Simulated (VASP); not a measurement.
Method: PBEsol GGA, VASP's PBE PAW potentials (set 64) (plane waves; VASP 6.6.1).

VASP ran on this input.

### KPOINTS
```
k-points along high-symmetry lines
15
Line-mode
Reciprocal
  0.000000   0.000000   0.000000 ! GAMMA
  0.000000   0.500000   0.000000 ! X

  0.000000   0.500000   0.000000 ! X
  0.500000   0.500000   0.000000 ! M

  0.500000   0.500000   0.000000 ! M
  0.000000   0.000000   0.000000 ! GAMMA

  0.000000   0.000000   0.000000 ! GAMMA
  0.500000   0.500000   0.500000 ! R

  0.500000   0.500000   0.500000 ! R
  0.000000   0.500000   0.000000 ! X

  0.500000   0.500000   0.500000 ! R
  0.500000   0.500000   0.000000 ! M
```

**INCAR**
```
! general
SYSTEM =AlGa3As4
PREC   =Accurate
ENCUT  =400
LREAL  =.FALSE.   ! projection in real space or not
LASPH  =.TRUE.
ICHARG =11   ! fixed density

! electronic loop
EDIFF  =1E-7   ! SCF stop (eV)
NELM   =100
ALGO   =Normal   ! blocked Davidson
LMAXMIX=4   ! l cut-off of mixed one-centre charges

! smearing
ISMEAR =0
SIGMA  =0.05

! functional
GGA    =PS   ! PBEsol

! output
LWAVE  =.FALSE.
LCHARG =.FALSE.
LORBIT =11   ! lm-projected
```

**POSCAR**
```
AlGa3As4
1
    5.6604652947     0.0000000000    -0.0000000000
    0.0000000000     5.6604652947     0.0000000000
    0.0000000000     0.0000000000     5.6604652947
Ga As Al
3 4 1
Direct
  1.0000000000   0.0000000000   1.0000000000
  0.5000000000   0.5000000000   0.0000000000
  0.5000000000   0.0000000000   0.5000000000
  0.2500196993   0.2499803007   0.2499803007
  0.7499803007   0.7500196993   0.2499803007
  0.7499803007   0.2499803007   0.7500196993
  0.2500196993   0.7500196993   0.7500196993
  0.0000000000   0.5000000000   0.5000000000
```

POTCAR, in this order: Ga_d As Al (PBE.64 set). Program: vasp_std. Read from the step before: CHGCAR.

The run wrote:

### OSZICAR
```
       N       E                     dE             d eps       ncg     rms          rms(c)
DAV:   1     0.440598039989E+03    0.44060E+03   -0.24571E+04  6963   0.184E+03
DAV:   2     0.285340621258E+02   -0.41206E+03   -0.40034E+03  7399   0.466E+02
DAV:   3    -0.319041419389E+02   -0.60438E+02   -0.57394E+02  7848   0.140E+02
DAV:   4    -0.352993269248E+02   -0.33952E+01   -0.33248E+01  8149   0.328E+01
DAV:   5    -0.354002689017E+02   -0.10094E+00   -0.10028E+00  8422   0.533E+00
DAV:   6    -0.354048690048E+02   -0.46001E-02   -0.45945E-02  9923   0.109E+00
DAV:   7    -0.354049649101E+02   -0.95905E-04   -0.95855E-04  8759   0.120E-01
DAV:   8    -0.354049679826E+02   -0.30726E-05   -0.30723E-05 10018   0.228E-02
DAV:   9    -0.354049680466E+02   -0.64015E-07   -0.63988E-07  6691   0.271E-03
   1 F= -.35404968E+02 E0= -.35404968E+02  d E =-.278004E-14
```

### OUTCAR
```
 val. band max:        3.7642300704   @ k =   0.0000   0.0000   0.0000

 cond. band min:       4.5352418839   @ k =   0.0000   0.0000   0.0000



 k-point     1 :       0.0000    0.0000    0.0000
  band No.  band energies     occupation
      1     -10.9714      2.00000
      2     -10.9714      2.00000
      3     -10.9714      2.00000
      4     -10.8774      2.00000
      5     -10.8774      2.00000
      6     -10.8774      2.00000
      7     -10.8447      2.00000
      8     -10.8447      2.00000
      9     -10.8447      2.00000
     10     -10.8394      2.00000
     11     -10.8305      2.00000
     12     -10.8305      2.00000
     13     -10.8081      2.00000
     14     -10.8081      2.00000
     15     -10.8033      2.00000
     16      -8.7456      2.00000
     17      -6.3644      2.00000
     18      -6.3644      2.00000
     19      -6.3644      2.00000
     20      -2.9649      2.00000
     21      -2.9649      2.00000
     22      -2.1909      2.00000
     23       1.2062      2.00000
     24       1.2062      2.00000
     25       1.2062      2.00000
     26       1.2281      2.00000
     27       1.2281      2.00000
     28       1.2281      2.00000
     29       3.7642      2.00000
     30       3.7642      2.00000
     31       3.7642      2.00000
     32       4.5352      0.00000
     33       5.1384      0.00000
     34       5.1384      0.00000
     35       5.1384      0.00000
     36       5.2688      0.00000
     37       5.2688      0.00000

 k-point     2 :       0.0000    0.0357    0.0000
  band No.  band energies     occupation
      1     -10.9713      2.00000
      2     -10.9713      2.00000
      3     -10.9712      2.00000
      4     -10.8777      2.00000
      5     -10.8774      2.00000
      6     -10.8774      2.00000
      7     -10.8449      2.00000
      8     -10.8449      2.00000
      9     -10.8448      2.00000
     10     -10.8393      2.00000
     11     -10.8304      2.00000
     12     -10.8304      2.00000
...
```

The density is held fixed in this step, so its total energy and stress have no physical meaning.

The structure was generated: AlGa3As4 was put into an ordered model structure (P-43m), which need not be its known phase. It was relaxed first.
